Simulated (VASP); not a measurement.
These are revTPSS meta-GGA, VASP's PBE PAW potentials (set 64) (plane waves; VASP 6.6.1) values and carry that method's errors.

VASP input:

**POSCAR**
```
KCl
1.0
  0.0000000000   3.1892933490   3.1892933490
  3.1892933490   0.0000000000   3.1892933490
  3.1892933490   3.1892933490   0.0000000000
K Cl
1 1
Cartesian
  0.0000000000   0.0000000000   0.0000000000
  3.1892933490   3.1892933490   3.1892933490
```

### INCAR
```
ENCUT=520   ! plane-wave cut-off (eV)
SYSTEM=KCl
NELM=100   ! most electronic steps
LREAL=.False.   ! projection in real space or not
PREC=Accurate
ALGO=Normal   ! blocked Davidson
EDIFF=1E-7
NEDOS=601   ! DOS grid
LORBIT=11   ! lm-projected
LASPH=.True.
METAGGA=RTPSS
LWAVE=.False.
ISMEAR=-5
LCHARG=.False.
ISIF=2   ! forces and stress, cell fixed
LMIXTAU=.True.
```

**KPOINTS_OPT**
```
k-points along high-symmetry lines
10
Line-mode
Reciprocal
  0.000000   0.000000   0.000000 ! GAMMA
  0.500000   0.000000   0.500000 ! X

  0.500000   0.000000   0.500000 ! X
  0.625000   0.250000   0.625000 ! U

  0.375000   0.375000   0.750000 ! K
  0.000000   0.000000   0.000000 ! GAMMA

  0.000000   0.000000   0.000000 ! GAMMA
  0.500000   0.500000   0.500000 ! L

  0.500000   0.500000   0.500000 ! L
  0.500000   0.250000   0.750000 ! W

  0.500000   0.250000   0.750000 ! W
  0.500000   0.000000   0.500000 ! X
```

**KPOINTS**
```
Automatic
0
Gamma
  8 8 8
```

POTCAR, in this order: K_sv Cl (PBE.64 set). Program: vasp_std.

What VASP printed:

**OSZICAR**
```
       N       E                     dE             d eps       ncg     rms          rms(c)
DAV:   1     0.349271638930E+03    0.34927E+03   -0.32718E+05   696   0.107E+06
DAV:   2     0.632827512858E+02   -0.28599E+03   -0.26135E+03  1384   0.115E+03
DAV:   3    -0.139986538591E+03   -0.20327E+03   -0.20310E+03  1368   0.294E+02
DAV:   4    -0.340880379003E+02    0.10590E+03   -0.63866E+02  1384   0.175E+02
DAV:   5    -0.107263019314E+04   -0.10385E+04   -0.10763E+04  1168   0.504E+01    0.247E+02
DAV:   6    -0.606248956633E+01    0.10666E+04   -0.55982E+02   944   0.223E+02    0.966E+01
DAV:   7    -0.863562345122E+01   -0.25731E+01   -0.16103E+01   924   0.194E+01    0.679E+01
DAV:   8    -0.840011004350E+01    0.23551E+00   -0.97608E-01   904   0.676E+00    0.540E+01
DAV:   9    -0.840836731155E+01   -0.82573E-02   -0.39314E-01   860   0.518E+00    0.261E+01
DAV:  10    -0.839815217148E+01    0.10215E-01   -0.55874E-02  1044   0.245E+00    0.188E+01
DAV:  11    -0.845997502837E+01   -0.61823E-01   -0.69748E-02   732   0.400E+00    0.488E-01
DAV:  12    -0.848549979832E+01   -0.25525E-01   -0.44526E-02  1224   0.203E+00    0.934E-01
DAV:  13    -0.848715439425E+01   -0.16546E-02   -0.10016E-03   880   0.335E-01    0.130E+00
DAV:  14    -0.847283363065E+01    0.14321E-01   -0.98898E+00   696   0.420E+02    0.104E+00
DAV:  15    -0.849234960092E+01   -0.19516E-01   -0.13192E-01   696   0.552E+00    0.120E+00
DAV:  16    -0.848981235262E+01    0.25372E-02   -0.12237E-03  1088   0.413E-01    0.449E-01
DAV:  17    -0.849162596975E+01   -0.18136E-02   -0.17253E-04   848   0.205E-01    0.233E-01
DAV:  18    -0.849272083536E+01   -0.10949E-02   -0.31304E-04  1248   0.216E-01    0.122E-01
DAV:  19    -0.849273930083E+01   -0.18465E-04   -0.25011E-05  1328   0.501E-02    0.716E-02
DAV:  20    -0.849273467710E+01    0.46237E-05   -0.85366E-06   808   0.287E-02    0.176E-02
DAV:  21    -0.849273801228E+01   -0.33352E-05   -0.33708E-06   928   0.207E-02    0.120E-02
DAV:  22    -0.849273876504E+01   -0.75276E-06   -0.30545E-07   868   0.817E-03    0.433E-03
DAV:  23    -0.849273876871E+01   -0.36632E-08   -0.42302E-08   620   0.268E-03
   1 F= -.84927388E+01 E0= -.84927388E+01  d E =0.000000E+00
       N       E                     dE             ncg
       N       E                     dE             ncg
       N       E                     dE             ncg
```

### OUTCAR
```
------------------------ aborting loop because EDIFF is reached ----------------------------------------
  FORCE on cell =-STRESS in cart. coord.  units (eV):
  Direction    XX          YY          ZZ          XY          YZ          ZX
  --------------------------------------------------------------------------------------
  Total       -0.0042538     -0.0042538     -0.0042538      0.0000000      0.0000000     -0.0000000
  in kB       -0.1050443     -0.1050443     -0.1050443      0.0000000      0.0000000     -0.0000000
  external PRESSURE =      -0.1050443 kB  Pullay stress =       0.0000000 kB
  volume of cell :       64.88
      direct lattice vectors                 reciprocal lattice vectors
     0.000000000  3.189293349  3.189293349    -0.156774541  0.156774541  0.156774541
     3.189293349  0.000000000  3.189293349     0.156774541 -0.156774541  0.156774541
     3.189293349  3.189293349  0.000000000     0.156774541  0.156774541 -0.156774541
  FREE ENERGIE OF THE ION-ELECTRON SYSTEM (eV)
  ---------------------------------------------------
  free  energy   TOTEN  =        -8.4927387687 eV

  energy  without entropy=       -8.4927387687  energy(sigma->0) =       -8.49273877

 total charge

# of ion       s       p       d       tot
------------------------------------------
    1        1.953   5.553   0.021   7.527
    2        1.561   3.561   0.000   5.122
--------------------------------------------------
tot          3.514   9.114   0.021  12.649
```
(Selected blocks of OUTCAR.)

**OUTCAR**
```
 val. band max:       -2.1217126305   @ k =   0.0000   0.0000   0.0000

 cond. band min:       3.3503947656   @ k =   0.0000   0.0000   0.0000


 Fermi energy:        -2.1147028029

 k-point     1 :       0.0000    0.0000    0.0000
  band No.  band energies     occupation
      1     -29.9670      2.00000
      2     -14.5490      2.00000
      3     -12.9294      2.00000
      4     -12.9294      2.00000
      5     -12.9294      2.00000
      6      -2.1217      2.00000
      7      -2.1217      2.00000
      8      -2.1217      2.00000
      9       3.3504      0.00000
     10       6.6291      0.00000
     11       6.6291      0.00000
     12       6.6291      0.00000

 k-point     2 :       0.1250    0.0000    0.0000
  band No.  band energies     occupation
      1     -29.9658      2.00000
      2     -14.5708      2.00000
      3     -12.9305      2.00000
      4     -12.9305      2.00000
      5     -12.9002      2.00000
      6      -2.2932      2.00000
      7      -2.1669      2.00000
      8      -2.1669      2.00000
      9       3.7071      0.00000
     10       6.4946      0.00000
     11       6.8213      0.00000
     12       6.8213      0.00000

 k-point     3 :       0.2500    0.0000    0.0000
  band No.  band energies     occupation
      1     -29.9628      2.00000
      2     -14.6209      2.00000
      3     -12.9332      2.00000
      4     -12.9332      2.00000
      5     -12.8326      2.00000
      6      -2.6567      2.00000
      7      -2.2723      2.00000
      8      -2.2723      2.00000
      9       4.5605      0.00000
     10       6.3634      0.00000
     11       7.3679      0.00000
     12       7.3679      0.00000

 k-point     4 :       0.3750    0.0000    0.0000
  band No.  band energies     occupation
      1     -29.9599      2.00000
      2     -14.6675      2.00000
      3     -12.9359      2.00000
      4     -12.9359      2.00000
      5     -12.7680      2.00000
      6      -2.9708      2.00000
...
```

The compound is KCl in the rock salt structure. It was relaxed first.
